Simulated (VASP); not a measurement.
The input files of a VASP run:

**KPOINTS**
```
Automatic mesh
0
Gamma
6 6 6
0 0 0
```

**INCAR**
```
LMAXMIX  =  4   ! l cut-off of mixed one-centre charges
SYSTEM  =  CsI
LCHARG  =  .False.
LASPH  =  .True.
ENCUT  =  520
ZAB_VDW  =  -1.8867
LUSE_VDW  =  .True.
LREAL  =  .False.   ! projection in real space or not
ISIF  =  2
SIGMA  =  0.05   ! width (eV)
EDIFF  =  1E-7
PARAM2  =  0.7114
ISMEAR  =  0
GGA  =  MK
LWAVE  =  .False.
PARAM1  =  0.1234568
PREC  =  Accurate
AGGAC  =  0.0
ALGO  =  Normal   ! blocked Davidson
NELM  =  100   ! most electronic steps
```

**POSCAR**
```
CsI
1
    4.4457576811     0.0000000000     0.0000000000
    0.0000000000     4.4457576811     0.0000000000
    0.0000000000     0.0000000000     4.4457576811
Cs I
1 1
Direct
  0.0000000000   0.0000000000   0.0000000000
  0.5000000000   0.5000000000   0.5000000000
```

POTCAR, in this order: Cs_sv I (PBE.64 set). Program: vasp_std.

### Question
Write an equivalent input for Quantum ESPRESSO's pw.x.

### Answer
One equivalent input (not run):
```
&CONTROL
  calculation = 'scf'
  pseudo_dir = './pseudo'
  outdir = './out'
  tprnfor = .true.
  tstress = .true.
/
&SYSTEM
  ibrav = 0
  nat = 2
  ntyp = 2
  ecutwfc = 70
  occupations = 'smearing'
  smearing = 'gaussian'
  degauss = 0.003675
  input_dft = 'vdw-df2-b86r'
/
&ELECTRONS
  conv_thr = 7.3e-09
  electron_maxstep = 100
/
ATOMIC_SPECIES
  Cs 132.905 Cs.upf
  I 126.904 I.upf
CELL_PARAMETERS angstrom
     4.4457577    0.0000000    0.0000000
     0.0000000    4.4457577    0.0000000
     0.0000000    0.0000000    4.4457577
ATOMIC_POSITIONS crystal
  Cs   0.0000000  0.0000000  0.0000000
  I    0.5000000  0.5000000  0.5000000
K_POINTS automatic
  6 6 6 0 0 0
```
What does not carry over: the potentials are each code's own (VASP's PAW set, PseudoDojo norm-conserving files in pw.x), so ENCUT and ecutwfc are chosen apart and not converted; conv_thr bounds pw.x's estimated SCF error, while EDIFF bounds the energy change between steps.

The compound is CsI in the CsCl type structure. This cell is one point of a volume scan, at 0.94 of the reference volume.
